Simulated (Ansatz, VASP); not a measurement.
TiRh: VASP beside Ansatz

INCAR

```
PREC     = Accurate       # precision mode
ENCUT    = 520            # plane-wave cutoff, eV
EDIFF    = 1E-7           # SCF threshold, eV
ISMEAR   = -1             # smearing method
SIGMA    = 0.05           # smearing width, eV
LREAL    = False          # projectors in reciprocal space
LASPH    = True           # aspherical terms in the spheres
NELM     = 80             # most SCF steps
ALGO     = Normal         # electronic algorithm
ISIF     = 2              # what is computed and relaxed
LWAVE    = False          # write WAVECAR
LCHARG   = False          # write CHGCAR
NBANDS   = 20             # bands
```

File KPOINTS:

```
regular mesh
0
Gamma
  12 12 11
```

The input POSCAR:

```
TiRh
1.0
    2.8410417492      0.0000000000      0.0000000000
    0.0000000000      2.8410417492      0.0000000000
    0.0000000000      0.0000000000      3.3349802880
Ti Rh
1 1
Direct
    0.5000000000      0.5000000000      0.5000000000
    0.0000000000      0.0000000000      0.0000000000
```

Input for Ansatz:

```yaml
crystal:
  lattice:
    - [2.8410417492, 0.0, 0.0]
    - [0.0, 2.8410417492, 0.0]
    - [0.0, 0.0, 3.334980288]
  atoms:
    - { symbol: Ti, position: [0.5, 0.5, 0.5] }
    - { symbol: Rh, position: [0.0, 0.0, 0.0] }
kpoints:
  mp_grid: { grid: [12, 12, 11] }
  band_path:
    path:
      - [0.0, 0.0, 0.0]
      - [0.0, 0.5, 0.0]
      - [0.5, 0.5, 0.0]
      - [0.0, 0.0, 0.0]
      - [0.0, 0.0, 0.5]
      - [0.0, 0.5, 0.5]
      - [0.5, 0.5, 0.5]
      - [0.0, 0.0, 0.5]
      - [0.0, 0.5, 0.0]
    npoints: 6
scf:
  occupations: { method: fermi_dirac, width: 0.05 }
hamiltonian:
  xc: lda
  pseudopotentials: { kind: all_electron, lapw: { basis_error: 0.001 } }
output:
  forces: true
  stress: true
  eigenvalues: true
  populations: true
```

Change from the starting cell: volume scaled by 0.9, LAPW.

Alike in both runs: task single point; functional LDA; k mesh 12 × 12 × 11; occupations fermi-dirac, width 0.05 eV; no spin polarisation.

|  | VASP | Ansatz |
| --- | --- | --- |
| version | VASP 6.6.1 | Ansatz 0.2.0 |
| potentials or method | VASP PAW LDA potentials, release 64 (Ti_sv, Rh_pv) | all-electron LAPW, scalar-relativistic |
| plane-wave cutoff (eV) | 520 | see its input |

Ansatz gave:

```
pressure (GPa) : 10.8
```

Which values does VASP return?

Pressure (GPa): 11.3.

Ansatz ran all-electron here, so the differences hold the error of VASP's frozen core and of both bases.
